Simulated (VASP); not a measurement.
A convergence study with VASP on WS₂ (2H layered): one setting is varied, all else stays as given below, so the limit is that of these other settings.

```xyz
6
Lattice="1.5750 -2.7280 0.0000 1.5750 2.7280 0.0000 0.0000 0.0000 12.3200" Properties=species:S:1:pos:R:3 pbc="T T T"
W      1.5750     0.9093     3.0800
W      1.5750    -0.9093     9.2400
S      1.5750     0.9093    10.8170
S      1.5750    -0.9093     4.6570
S      1.5750    -0.9093     1.5030
S      1.5750     0.9093     7.6630
```

Computed with PBEsol GGA, VASP's PBE PAW potentials (set 64) (plane waves; VASP). The tightest run used: 550 eV cut-off, 17×17×4 Γ-centred mesh, tetrahedra with Blöchl corrections, potentials W_sv S.

| setting | E (eV/atom) | pressure (GPa) | largest force (eV/Å) | irreducible k-points |
|---|---|---|---|---|
| 4×4×1 mesh | -8.4353 | -1.26 | 0.330 | 4 |
| 5×5×1 mesh | -8.4178 | -0.87 | 0.258 | 5 |
| 6×6×1 mesh | -8.4172 | -0.86 | 0.253 | 7 |

Question: These are the cheaper rows. Estimate the results at 17×17×4 mesh, and how far the last row shown lies from them.

Answer: 
```
quantity              tightest run  last row shown is off by
--------------------  ------------  ------------------------
E (eV/atom)                -8.4236                    0.0064
pressure (GPa)               -1.03                      0.16
largest force (eV/Å)         0.230                     0.023
```

Left out are rungs that failed or repeat a setting and relaxations that didn't move; long series are thinned to 24 rows.

The compound is WS2 in the 2H layered structure. The cell was not relaxed at this level, forces remain on its atoms.
